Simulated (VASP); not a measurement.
All values below come from SCAN meta-GGA, VASP's PBE PAW potentials (set 64) (plane waves; VASP).

A VASP calculation is set up with these files.

### KPOINTS
```
Automatic mesh
0
Gamma
9 9 5
0 0 0
```

File POSCAR:
```
SiC
10.0865130
  0.1522588554  -0.2637200494   0.0000000000
  0.1522588554   0.2637200494   0.0000000000
  0.0000000000   0.0000000000   0.5000000125
Si C
2 2
Direct
  0.6666670000   0.3333330000   0.4996269235
  0.3333330000   0.6666670000   0.9996269235
  0.6666670000   0.3333330000   0.8753730765
  0.3333330000   0.6666670000   0.3753730765
```

**INCAR**
```
SYSTEM=SiC
PREC=Accurate; ENCUT=520; LREAL=.FALSE.
LASPH=.TRUE.
EDIFF=1E-7; NELM=100; ALGO=Normal
LMIXTAU=.TRUE.
ISMEAR=-5
METAGGA=SCAN
ISIF=2
LWAVE=.FALSE.; LCHARG=.FALSE.; LORBIT=11
NEDOS=601
LEFG=.TRUE.
```

**KPOINTS_OPT**
```
k-points along high-symmetry lines
6
Line-mode
Reciprocal
  0.000000   0.000000   0.000000 ! GAMMA
  0.000000   0.500000   0.000000 ! M

  0.000000   0.500000   0.000000 ! M
 -0.333333   0.666667   0.000000 ! K

 -0.333333   0.666667   0.000000 ! K
  0.000000   0.000000   0.000000 ! GAMMA

  0.000000   0.000000   0.000000 ! GAMMA
  0.000000   0.000000   0.500000 ! A

  0.000000   0.000000   0.500000 ! A
  0.000000   0.500000   0.500000 ! L

  0.000000   0.500000   0.500000 ! L
 -0.333333   0.666667   0.500000 ! H

 -0.333333   0.666667   0.500000 ! H
  0.000000   0.000000   0.500000 ! A

  0.000000   0.500000   0.500000 ! L
  0.000000   0.500000   0.000000 ! M

 -0.333333   0.666667   0.500000 ! H
 -0.333333   0.666667   0.000000 ! K
```

POTCAR, in this order: Si C (PBE.64 set). Program: vasp_std.

The resulting files:

File OSZICAR:
```
       N       E                     dE             d eps       ncg     rms          rms(c)
DAV:   1     0.235409979371E+02    0.23541E+02   -0.76296E+03   864   0.123E+03
DAV:   2    -0.446221234102E+02   -0.68163E+02   -0.63133E+02  1268   0.193E+02
DAV:   3    -0.476730061262E+02   -0.30509E+01   -0.30308E+01  1140   0.413E+01
DAV:   4    -0.477067861939E+02   -0.33780E-01   -0.33760E-01  1072   0.512E+00
DAV:   5    -0.477073461228E+02   -0.55993E-03   -0.55987E-03  1124   0.624E-01    0.132E+01
DAV:   6    -0.407078764645E+02    0.69995E+01   -0.11837E+01  1068   0.231E+01    0.722E+00
DAV:   7    -0.409251824472E+02   -0.21731E+00   -0.88465E-01   916   0.105E+01    0.290E+00
DAV:   8    -0.411706297281E+02   -0.24545E+00   -0.95573E-01  1076   0.887E+00    0.159E+00
DAV:   9    -0.411817656911E+02   -0.11136E-01   -0.48497E-01   916   0.953E+00    0.172E-01
DAV:  10    -0.413571027761E+02   -0.17534E+00   -0.17534E-01   904   0.551E+00    0.341E-01
DAV:  11    -0.413583841228E+02   -0.12813E-02   -0.40912E-03  1124   0.603E-01    0.262E-01
DAV:  12    -0.413614606651E+02   -0.30765E-02   -0.12065E-03   952   0.474E-01    0.167E-01
DAV:  13    -0.413652103647E+02   -0.37497E-02   -0.41576E-03   912   0.909E-01    0.352E-02
DAV:  14    -0.413651575073E+02    0.52857E-04   -0.12398E-04  1108   0.158E-01    0.373E-02
DAV:  15    -0.413653962835E+02   -0.23878E-03   -0.14131E-04   944   0.146E-01    0.797E-03
DAV:  16    -0.413651438128E+02    0.25247E-03   -0.10346E-04   936   0.152E-01    0.183E-02
DAV:  17    -0.413650834257E+02    0.60387E-04   -0.90448E-06  1032   0.411E-02    0.129E-02
DAV:  18    -0.413650725164E+02    0.10909E-04   -0.34606E-06   944   0.277E-02    0.206E-03
DAV:  19    -0.413650750373E+02   -0.25209E-05   -0.66866E-07  1008   0.122E-02    0.125E-03
DAV:  20    -0.413650745297E+02    0.50766E-06   -0.10661E-07   664   0.512E-03    0.646E-04
DAV:  21    -0.413650698584E+02    0.46713E-05   -0.87708E-08   604   0.459E-03    0.224E-04
DAV:  22    -0.413650690376E+02    0.82075E-06   -0.11156E-08   520   0.127E-03    0.168E-04
DAV:  23    -0.413650692646E+02   -0.22696E-06   -0.12204E-09   500   0.456E-04    0.184E-04
DAV:  24    -0.413650691677E+02    0.96863E-07   -0.64713E-10   504   0.375E-04
   1 F= -.41365069E+02 E0= -.41365069E+02  d E =0.000000E+00
       N       E                     dE             ncg
       N       E                     dE             ncg
```

OUTCAR:
```
------------------------ aborting loop because EDIFF is reached ----------------------------------------
  FORCE on cell =-STRESS in cart. coord.  units (eV):
  Direction    XX          YY          ZZ          XY          YZ          ZX
  --------------------------------------------------------------------------------------
  Total        0.0084702      0.0084702      0.0037860      0.0000000      0.0000000      0.0000000
  in kB        0.3293471      0.3293470      0.1472130      0.0000000      0.0000000      0.0000000
  external PRESSURE =       0.2686357 kB  Pullay stress =       0.0000000 kB
  volume of cell :       41.20
      direct lattice vectors                 reciprocal lattice vectors
     1.535760924 -2.660015707  0.000000000     0.325571508 -0.187968815  0.000000000
     1.535760924  2.660015707  0.000000000     0.325571508  0.187968815  0.000000000
     0.000000000  0.000000000  5.043256626     0.000000000  0.000000000  0.198284576
  FREE ENERGIE OF THE ION-ELECTRON SYSTEM (eV)
  ---------------------------------------------------
  free  energy   TOTEN  =       -41.3650691677 eV

  energy  without entropy=      -41.3650691677  energy(sigma->0) =      -41.36506917

 total charge

# of ion       s       p       d       tot
------------------------------------------
    1        0.704   0.982   0.000   1.686
    2        0.704   0.982   0.000   1.686
    3        0.852   1.719   0.000   2.572
    4        0.852   1.719   0.000   2.572
--------------------------------------------------
tot          3.112   5.402   0.000   8.514
```
(Selected blocks of OUTCAR.)

**OUTCAR**
```
 val. band max:        8.1622122495   @ k =   0.0000   0.0000   0.0000

 cond. band min:      10.8035784695   @ k =   0.3333   0.3333   0.0000


 Fermi energy:         8.1714645794

 k-point     1 :       0.0000    0.0000    0.0000
  band No.  band energies     occupation
      1      -8.2480      2.00000
      2      -4.6150      2.00000
      3      -0.8639      2.00000
      4       6.7646      2.00000
      5       6.7646      2.00000
      6       8.0493      2.00000
      7       8.1622      2.00000
      8       8.1622      2.00000
      9      13.5453      0.00000
     10      14.9270      0.00000
     11      15.3228      0.00000
     12      15.3228      0.00000

 k-point     2 :       0.1111   -0.0000    0.0000
  band No.  band energies     occupation
      1      -8.0257      2.00000
      2      -4.4281      2.00000
      3      -0.6599      2.00000
      4       5.6016      2.00000
      5       6.3959      2.00000
      6       7.3400      2.00000
      7       7.8939      2.00000
      8       8.0298      2.00000
      9      13.9751      0.00000
     10      15.0131      0.00000
     11      15.5267      0.00000
     12      15.7685      0.00000

 k-point     3 :       0.2222    0.0000    0.0000
  band No.  band energies     occupation
      1      -7.3712      2.00000
      2      -3.9044      2.00000
      3      -0.0855      2.00000
      4       3.3916      2.00000
      5       5.5421      2.00000
      6       5.6778      2.00000
      7       7.3282      2.00000
      8       7.6343      2.00000
      9      12.9688      0.00000
     10      14.9274      0.00000
     11      15.9135      0.00000
     12      16.3542      0.00000

 k-point     4 :       0.3333    0.0000    0.0000
  band No.  band energies     occupation
      1      -6.3359      2.00000
      2      -3.2434      2.00000
      3       0.4421      2.00000
      4       1.7136      2.00000
      5       3.5664      2.00000
      6       5.0521      2.00000
...
```

The compound is SiC in the wurtzite structure, the rare 2H polytype. It was relaxed first.
